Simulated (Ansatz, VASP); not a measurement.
# Mg3SeS2: VASP beside Ansatz

```
CELL_PARAMETERS angstrom
5.54807 0.00000 0.00000
-2.77404 4.80477 0.00000
0.00000 0.00000 4.99607
ATOMIC_POSITIONS crystal
Mg 0.50000 0.00000 0.50000
Mg 0.00000 0.50000 0.50000
Mg 0.50000 0.50000 0.50000
Se 0.00000 0.00000 0.50000
S 0.33333 0.66667 0.00000
S 0.66667 0.33333 0.00000
```

Alike in both runs: task single point; functional PBE; k mesh 6 × 6 × 4; occupations gaussian, width 0.1 eV; no spin polarisation.

|  | VASP | Ansatz |
| --- | --- | --- |
| version | VASP 6.6.1 | Ansatz 0.2.0 |
| potentials or method | VASP PAW PBE potentials, release 64 (Mg, Se, S) | scalar-relativistic, plane waves, PAW |
| plane-wave cutoff (eV) | 520 | 420 |
| valence electrons in the cell | 24 | 58 |

|  | VASP | Ansatz | Ansatz less VASP |
| --- | --- | --- | --- |
| gap on the k mesh at the Fermi level (eV) | none | none | - |
| pressure (GPa) | -1.3 | -1.2 | +0.11 |
| largest component of the traceless stress (GPa) | 16.19 | 16.19 | -0.002 |

A gap of «none» marks a metal or a gap that the smearing closes. With one functional, cell and mesh, what is left measures potentials, basis and numerics. The two sets of potentials don't hold the same shells in valence.
